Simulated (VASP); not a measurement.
Data:

```yaml
crystal:
  lattice:
    - [0.00000, 2.62662, 2.62662]
    - [2.62662, 0.00000, 2.62662]
    - [2.62662, 2.62662, 0.00000]
  atoms:
    - { symbol: Cu, position: [0.00000, 0.00000, 0.00000] }
    - { symbol: Cl, position: [0.25000, 0.25000, 0.25000] }
```

All values below come from optB86b-vdW, VASP's PBE PAW potentials (set 64) (plane waves; VASP). Numerical set-up: 520 eV cut-off, 9×9×9 Γ-centred mesh, Gaussian smearing of 0.050 eV, potentials Cu Cl.

### Question
What does the run give for the energy per atom (σ→0), pressure, band gap (on the k-mesh) with the smallest direct gap where there is one?

### Answer

- band gap (on the k-mesh): 0.71 eV
- smallest direct gap (on the k-mesh): 0.71 eV
- energy per atom (σ→0): -0.918 eV/atom
- pressure: 4.07 GPa

Total energies compare only between runs with the same potentials, cut-off and functional.

The compound is CuCl in the zinc blende structure. This cell is one point of a volume scan, at 0.94 of the reference volume.
